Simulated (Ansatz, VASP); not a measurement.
# ZnGaBiSe4: VASP beside Ansatz, part 2 of 3

Wanted: the spread between two codes on one cell, functional and k mesh. The cell is invented: As first built, before any earlier steps moved the atoms (in the runner's words): it takes the ZnGa2Se4 structure with some of its atoms replaced by other elements, volume scaled by an estimate. It may not be a known or stable phase. The cell is taken from a series of runs on this material, whose earlier steps may have relaxed, scaled, displaced or heated it; both programs get it as it stands.

VASP 6.6.1 and Ansatz 0.2.0.

So far. Step 2 (Ansatz: single point, PBE): The run ends at a pressure of 0.77 GPa, with forces up to 1.9 eV/Å.

## Step 3: VASP: single point, PBE

Level of this step: PBE; plane waves and PAW (Bi_d_GW, Se_GW, Ga_d_GW, Zn_sv_GW); invented cell (VASP).

The same cell, functional, mesh and smearing now go to VASP, with its own data sets and cutoff.

Lines of VASP's logs that name or quote its potential files are left out, and so is its time.

The input, INCAR:

```
SYSTEM = ZnGaBiSe4
PREC = Accurate
ENCUT = 650
EDIFF = 1E-06
NELM = 200
ISMEAR = -1
SIGMA = 0.1206
LREAL = Auto
ALGO = All
GGA = PE
LORBIT = 11
LWAVE = .FALSE.
LCHARG = .FALSE.
NCORE = 8
ISIF = 2
```

The input, POSCAR:

```
ZnGaBiSe4
1.0
    0.0000000000      0.0000000000     10.9643300000
    6.1515890000     -6.1515890000      0.0000000000
    6.1515890000      6.1515890000    -10.9643300000
Bi Se Ga Zn
4 16 4 4
Direct
    0.9929528644      0.0130833270      0.0139427471
    0.1069034053      0.0407103758      0.5300652401
    0.4776167786      0.4682751075      0.0038129986
    0.4584564615      0.4706822692      0.4622049896
    0.3461228105      0.7095574005      0.5020407735
    0.3244360105      0.7609038088      0.9765854806
    0.9134366397      0.2714357217      0.5074020712
    0.8437415221      0.3025482522      0.9826317233
    0.8436667383      0.9857523804      0.1932657562
    0.8070891991      0.9556910418      0.7171596640
    0.3711555905      0.5162128029      0.2147238705
    0.3526068814      0.5323455452      0.7406343304
    0.3755925645      0.1790786982      0.0340143742
    0.3352241033      0.1921689664      0.5359983412
    0.9107276923      0.7135154023      0.0162953832
    0.8913882024      0.7964778694      0.4843526608
    0.4228726885      0.0447781866      0.3170167903
    0.4751095133      0.0214940400      0.8205864371
    0.8894997735      0.5048125777      0.2465567027
    0.8770364132      0.5066569792      0.7165954195
    0.5625925517      0.2537547860      0.3034909923
    0.4930230891      0.2826256761      0.7847673178
    0.0013368034      0.7489867252      0.2356352968
    0.9848095799      0.7509425207      0.7070550796
    0.4933052854      0.9731531154      0.0060007260
    0.4438208829      0.9743141162      0.4939710699
    0.9873192457      0.4973011851      0.9654186097
    0.9407000566      0.5476163395      0.4624922683
```

The input, KPOINTS:

```
Automatic mesh
0
Gamma
1 1 1
0 0 0
```

The projector-augmented-wave data sets are Bi_d_GW, Se_GW, Ga_d_GW and Zn_sv_GW (PBE family, release 64).

Run with:

```bash
$ mpirun -np 8 vasp_gam
```

The program printed:

```text
[banner, memory and clock lines left out]
running    8 mpi-ranks, on    1 nodes
 distrk:  each k-point on    8 cores,    1 groups
 distr:  one band on    8 cores,    1 groups

 POSCAR found type information on POSCAR BiSeGaZn
 POSCAR found :  4 types and      28 ions
|                                                                             |
|           W    W    AA    RRRRR   N    N  II  N    N   GGGG   !!!           |
|           W    W   A  A   R    R  NN   N  II  NN   N  G    G  !!!           |
|           W    W  A    A  R    R  N N  N  II  N N  N  G       !!!           |
|           W WW W  AAAAAA  RRRRR   N  N N  II  N  N N  G  GGG   !            |
|           WW  WW  A    A  R   R   N   NN  II  N   NN  G    G                |
|           W    W  A    A  R    R  N    N  II  N    N   GGGG   !!!           |
|                                                                             |
|     For optimal performance we recommend to set                             |
|       NCORE = 2 up to number-of-cores-per-socket                            |
|     NCORE specifies how many cores store one orbital (NPAR=cpu/NCORE).      |
|     This setting can greatly improve the performance of VASP for DFT.       |
|     The default, NCORE=1 might be grossly inefficient on modern             |
|     multi-core architectures or massively parallel machines. Do your        |
|     Unfortunately you need to use the default for GW and RPA                |
|     calculations (for HF NCORE is supported but not extensively tested      |
|     yet).                                                                   |
|                                                                             |

 LDA part: xc-table for (Slater+PW92), standard interpolation
 POSCAR, INCAR and KPOINTS ok, starting setup
 FFT: planning ... GRIDC
 FFT: planning ... GRID_SOFT
 FFT: planning ... GRID
 WAVECAR not read
 entering main loop
       N       E                     dE             d eps       ncg     rms           ort
DAV:   1     0.739397882146E+04    0.73940E+04   -0.15990E+05   177   0.653E+03
DAV:   2     0.251212824332E+04   -0.48819E+04   -0.46199E+04   177   0.217E+03
DAV:   3     0.537781405975E+03   -0.19743E+04   -0.18778E+04   177   0.863E+02
DAV:   4     0.429760382860E+02   -0.49481E+03   -0.45724E+03   177   0.514E+02
DAV:   5    -0.693996885289E+02   -0.11238E+03   -0.10470E+03   177   0.329E+02
SDA:   6    -0.624389593610E+02    0.69607E+01   -0.10470E+03   177   0.214E+03   0.000E+00
 gam= 0.000 g(H,U,f)=  0.210E+03 0.360E+01 0.253E-02 ort(H,U,f) = 0.000E+00 0.000E+00 0.000E+00
 gam= 0.000 trial= 0.400  step=  0.0289 mean=  0.4000
  continued last = 0.119  step=  0.0246 harm=  0.0254 4th-ord=  0.0246
  continued last = 0.053  step=  0.0254 harm=  0.0253 4th-ord=  0.0254
  continued last = 0.023  step=  0.0252 harm=  0.0254 4th-ord=  0.0254 spline=  0.0252
  continued last = 0.035  step=  0.0254 harm=  0.0254 4th-ord=  0.0254 spline=  0.0254
  steps along line     -0.40000E-04   0.40000E-04   0.40000E+00   0.11852E+00   0.52675E-01   0.23411E-01   0.35117E-01
  energies along line   0.85444E-02  -0.85444E-02   0.50680E+03   0.33640E+02   0.43873E+00  -0.26957E+01  -0.23097E+01
CGA:   7    -0.651507115500E+02   -0.27118E+01   -0.27122E+01   177   0.223E+03  -0.344E+00
 gam= 1.044 g(H,U,f)=  0.220E+03 0.290E+01 0.253E-02 ort(H,U,f) =-0.342E+01 0.307E+01 0.264E-02
 gam= 1.044 trial= 0.363  step=  0.0607 mean=  0.3625
  continued last = 0.107  step=  0.0557 harm=  0.0561 4th-ord=  0.0557
  steps along line     -0.36254E-04   0.36254E-04   0.36254E+00   0.10742E+00
  energies along line   0.80735E-02  -0.80735E-02   0.16055E+03  -0.10180E+01
CGA:   8    -0.713475094198E+02   -0.61968E+01   -0.61521E+01   177   0.280E+03   0.629E+00
 gam= 1.256 g(H,U,f)=  0.278E+03 0.218E+01 0.213E-02 ort(H,U,f) =-0.447E+01 0.509E+01 0.577E-02
 gam= 1.256 trial= 0.332  step=  0.0496 mean=  0.3319
  continued last = 0.098  step=  0.0442 harm=  0.0448 4th-ord=  0.0442
  continued last = 0.044  step=  0.0444 harm=  0.0443 4th-ord=  0.0444
  continued last = 0.066  step=  0.0443 harm=  0.0446 4th-ord=  0.0444 spline=  0.0443
  steps along line     -0.33186E-04   0.33186E-04   0.33186E+00   0.98328E-01   0.43701E-01   0.65552E-01
  energies along line   0.93261E-02  -0.93261E-02   0.21844E+03   0.26909E+01  -0.62173E+01  -0.48384E+01
CGA:   9    -0.775665005456E+02   -0.62190E+01   -0.62184E+01   177   0.369E+03   0.749E+00
 gam= 1.317 g(H,U,f)=  0.367E+03 0.164E+01 0.998E-03 ort(H,U,f) =-0.574E+01 0.648E+01 0.788E-02
 gam= 1.317 trial= 0.303  step=  0.0253 mean=  0.3031
  continued last = 0.090  step=  0.0209 harm=  0.0217 4th-ord=  0.0209
  continued last = 0.040  step=  0.0215 harm=  0.0215 4th-ord=  0.0215
[...]
gam= 1.130 g(H,U,f)=  0.549E-01 0.973E-02 0.294E-04 ort(H,U,f) =-0.359E-02 0.388E-02-0.168E-04
 gam= 1.130 trial= 0.238  step=  0.4220 mean=  0.2376
CGA:  37    -0.975618815027E+02   -0.13652E-01   -0.13711E-01   177   0.424E-01  -0.768E-03
 gam= 0.656 g(H,U,f)=  0.360E-01 0.635E-02 0.126E-03 ort(H,U,f) =-0.351E-02 0.288E-02-0.135E-03
 gam= 0.656 trial= 0.256  step=  0.3542 mean=  0.2560
CGA:  38    -0.975692936405E+02   -0.74121E-02   -0.74257E-02   177   0.278E-01  -0.238E-03
 gam= 0.655 g(H,U,f)=  0.231E-01 0.453E-02 0.128E-03 ort(H,U,f) =-0.316E-02 0.289E-02 0.332E-04
[...]
gam= 0.534 g(H,U,f)=  0.866E-03 0.165E-03 0.785E-06 ort(H,U,f) = 0.223E-03-0.206E-03 0.161E-05
 gam= 0.534 trial= 0.471  step=  0.6258 mean=  0.4707
CGA:  51    -0.975964580679E+02   -0.32665E-03   -0.32622E-03   177   0.454E-03   0.567E-05
 gam= 0.440 g(H,U,f)=  0.331E-03 0.122E-03 0.968E-06 ort(H,U,f) = 0.135E-03-0.127E-03-0.191E-05
 gam= 0.440 trial= 0.486  step=  1.1479 mean=  0.4862
CGA:  52    -0.975967144939E+02   -0.25643E-03   -0.26207E-03   177   0.804E-03  -0.169E-04
 gam= 1.770 g(H,U,f)=  0.698E-03 0.105E-03 0.101E-05 ort(H,U,f) =-0.151E-04-0.196E-05 0.117E-06
 gam= 1.770 trial= 0.552  step=  0.6849 mean=  0.5524
CGA:  53    -0.975969782468E+02   -0.26375E-03   -0.26495E-03   177   0.709E-03  -0.182E-04
 gam= 0.882 g(H,U,f)=  0.603E-03 0.106E-03 0.491E-07 ort(H,U,f) = 0.248E-04-0.430E-04 0.783E-08
 gam= 0.882 trial= 0.566  step=  0.4994 mean=  0.5656
CGA:  54    -0.975971515911E+02   -0.17334E-03   -0.17307E-03   177   0.305E-03  -0.807E-05
 gam= 0.431 g(H,U,f)=  0.234E-03 0.706E-04 0.327E-06 ort(H,U,f) = 0.135E-04-0.210E-04-0.504E-06
 gam= 0.431 trial= 0.559  step=  0.8156 mean=  0.5590
CGA:  55    -0.975972748369E+02   -0.12325E-03   -0.12315E-03   177   0.222E-03   0.163E-05
 gam= 0.726 g(H,U,f)=  0.194E-03 0.281E-04 0.465E-07 ort(H,U,f) = 0.227E-04-0.210E-04-0.246E-07
 gam= 0.726 trial= 0.585  step=  0.8889 mean=  0.5847
CGA:  56    -0.975973753582E+02   -0.10052E-03   -0.99058E-04   177   0.226E-03   0.983E-05
 gam= 1.019 g(H,U,f)=  0.172E-03 0.532E-04 0.106E-06 ort(H,U,f) = 0.436E-04-0.337E-04-0.702E-07
 gam= 1.019 trial= 0.615  step=  0.7006 mean=  0.6151
CGA:  57    -0.975974582602E+02   -0.82902E-04   -0.82615E-04   177   0.245E-03   0.669E-05
 gam= 1.087 g(H,U,f)=  0.199E-03 0.466E-04 0.675E-07 ort(H,U,f) = 0.939E-05-0.273E-05 0.342E-07
 gam= 1.087 trial= 0.624  step=  0.5881 mean=  0.6237
CGA:  58    -0.975975325317E+02   -0.74271E-04   -0.74328E-04   177   0.137E-03   0.287E-05
 gam= 0.559 g(H,U,f)=  0.113E-03 0.237E-04 0.408E-07 ort(H,U,f) = 0.565E-05-0.277E-05-0.994E-08
 gam= 0.559 trial= 0.620  step=  0.7098 mean=  0.6201
CGA:  59    -0.975975816053E+02   -0.49074E-04   -0.49273E-04   177   0.926E-04  -0.404E-05
 gam= 0.675 g(H,U,f)=  0.790E-04 0.136E-04 0.374E-07 ort(H,U,f) = 0.534E-05-0.936E-05-0.222E-07
 gam= 0.675 trial= 0.629  step=  0.6456 mean=  0.6291
CGA:  60    -0.975976105714E+02   -0.28966E-04   -0.29020E-04   177   0.908E-04  -0.643E-05
 gam= 0.980 g(H,U,f)=  0.767E-04 0.140E-04 0.611E-07 ort(H,U,f) =-0.168E-06-0.622E-05-0.363E-07
 gam= 0.980 trial= 0.631  step=  0.6029 mean=  0.6307
CGA:  61    -0.975976361410E+02   -0.25570E-04   -0.25466E-04   177   0.671E-04  -0.728E-05
 gam= 0.739 g(H,U,f)=  0.545E-04 0.125E-04 0.852E-07 ort(H,U,f) =-0.951E-06-0.632E-05-0.671E-08
 gam= 0.739 trial= 0.628  step=  0.8671 mean=  0.6279
CGA:  62    -0.975976619677E+02   -0.25827E-04   -0.26771E-04   177   0.568E-04  -0.790E-05
 gam= 0.846 g(H,U,f)=  0.455E-04 0.112E-04 0.176E-07 ort(H,U,f) =-0.199E-05-0.588E-05-0.236E-07
 gam= 0.846 trial= 0.652  step=  0.7099 mean=  0.6519
CGA:  63    -0.975976796728E+02   -0.17705E-04   -0.17792E-04   177   0.526E-04  -0.303E-05
 gam= 0.926 g(H,U,f)=  0.432E-04 0.933E-05 0.711E-07 ort(H,U,f) =-0.694E-06-0.229E-05-0.512E-07
 gam= 0.926 trial= 0.658  step=  0.5153 mean=  0.6577
CGA:  64    -0.975976925256E+02   -0.12853E-04   -0.12825E-04   177   0.297E-04  -0.349E-06
 gam= 0.566 g(H,U,f)=  0.242E-04 0.551E-05 0.336E-07 ort(H,U,f) = 0.773E-06-0.113E-05 0.105E-07
 gam= 0.566 trial= 0.643  step=  0.6718 mean=  0.6434
CGA:  65    -0.975977024703E+02   -0.99447E-05   -0.99249E-05   177   0.212E-04   0.137E-05
 gam= 0.714 g(H,U,f)=  0.178E-04 0.341E-05 0.742E-08 ort(H,U,f) = 0.225E-05-0.863E-06-0.185E-07
 gam= 0.714 trial= 0.646  step=  0.6561 mean=  0.6463
CGA:  66    -0.975977097655E+02   -0.72952E-05   -0.72870E-05   177   0.186E-04   0.165E-05
 gam= 0.878 g(H,U,f)=  0.160E-04 0.261E-05 0.266E-07 ort(H,U,f) = 0.324E-05-0.158E-05-0.126E-07
 gam= 0.878 trial= 0.647  step=  0.6570 mean=  0.6472
CGA:  67    -0.975977163717E+02   -0.66062E-05   -0.66035E-05   177   0.152E-04   0.548E-06
 gam= 0.813 g(H,U,f)=  0.122E-04 0.293E-05 0.346E-08 ort(H,U,f) = 0.238E-05-0.183E-05 0.456E-08
 gam= 0.813 trial= 0.648  step=  1.0036 mean=  0.6482
CGA:  68    -0.975977240174E+02   -0.76457E-05   -0.78340E-05   177   0.167E-04  -0.105E-05
 gam= 1.103 g(H,U,f)=  0.135E-04 0.325E-05 0.277E-07 ort(H,U,f) = 0.652E-06-0.169E-05-0.211E-07
 gam= 1.103 trial= 0.684  step=  0.7959 mean=  0.6838
CGA:  69    -0.975977300588E+02   -0.60414E-05   -0.61969E-05   177   0.138E-04  -0.277E-05
 gam= 0.827 g(H,U,f)=  0.114E-04 0.247E-05 0.133E-07 ort(H,U,f) =-0.151E-05-0.126E-05 0.100E-08
 gam= 0.827 trial= 0.695  step=  0.5725 mean=  0.6950
CGA:  70    -0.975977334900E+02   -0.34312E-05   -0.33059E-05   177   0.765E-05  -0.205E-05
 gam= 0.553 g(H,U,f)=  0.564E-05 0.200E-05 0.236E-08 ort(H,U,f) =-0.187E-05-0.178E-06-0.116E-08
 gam= 0.553 trial= 0.683  step=  0.8631 mean=  0.6827
SDA:  71    -0.975977361141E+02   -0.26241E-05   -0.28121E-05   177   0.734E-05  -0.209E-05
 gam= 0.000 g(H,U,f)=  0.650E-05 0.828E-06 0.719E-08 ort(H,U,f) =-0.169E-05-0.389E-06-0.574E-08
 gam= 0.000 trial= 0.701  step=  0.4179 mean=  0.7008
CGA:  72    -0.975977376118E+02   -0.14978E-05   -0.15335E-05   177   0.422E-05   0.249E-06
 gam= 0.575 g(H,U,f)=  0.390E-05 0.323E-06 0.982E-09 ort(H,U,f) =-0.175E-06 0.421E-06 0.263E-08
 gam= 0.575 trial= 0.672  step=  0.5865 mean=  0.6725
CGA:  73    -0.975977388757E+02   -0.12639E-05   -0.12795E-05   177   0.271E-05   0.364E-06
 gam= 0.642 g(H,U,f)=  0.260E-05 0.105E-06 0.897E-09 ort(H,U,f) = 0.436E-06-0.694E-07-0.207E-08
 gam= 0.642 trial= 0.664  step=  1.1119 mean=  0.6639
CGA:  74    -0.975977406285E+02   -0.17528E-05   -0.16367E-05   177   0.207E-05   0.517E-06
 gam= 0.763 g(H,U,f)=  0.167E-05 0.395E-06 0.220E-08 ort(H,U,f) = 0.821E-06-0.302E-06-0.121E-08
 gam= 0.763 trial= 0.709  step=  0.9362 mean=  0.7087
CGA:  75    -0.975977417813E+02   -0.11528E-05   -0.11532E-05   177   0.316E-05  -0.513E-08
 gam= 1.530 g(H,U,f)=  0.292E-05 0.240E-06 0.739E-09 ort(H,U,f) = 0.444E-07-0.491E-07-0.436E-09
 gam= 1.530 trial= 0.731  step=  0.4922 mean=  0.7314
CGA:  76    -0.975977425773E+02   -0.79597E-06   -0.77682E-06   177   0.194E-05  -0.160E-06
 gam= 0.612 g(H,U,f)=  0.169E-05 0.244E-06 0.198E-08 ort(H,U,f) = 0.233E-07-0.182E-06-0.114E-08
 gam= 0.612 trial= 0.708  step=  1.0396 mean=  0.7075
 final diagonalization occupied
   1 F= -.97597743E+02 E0= -.97577200E+02  d E =-.410860E-01
```

[end of part 2 of 3]

[Lines on the potential files, build, host, timing and source positions are cut from VASP's logs without a mark.]

[Logs are printed without paths, hosts, clocks, repeated set-up lines and the standing remarks that a program may print on its own settings, such as how far it seeks lower states.]

[Hosts, paths, dates, database ids (printed as entryN), source tags and the programs' standing remarks are cut or masked in the printed files.]
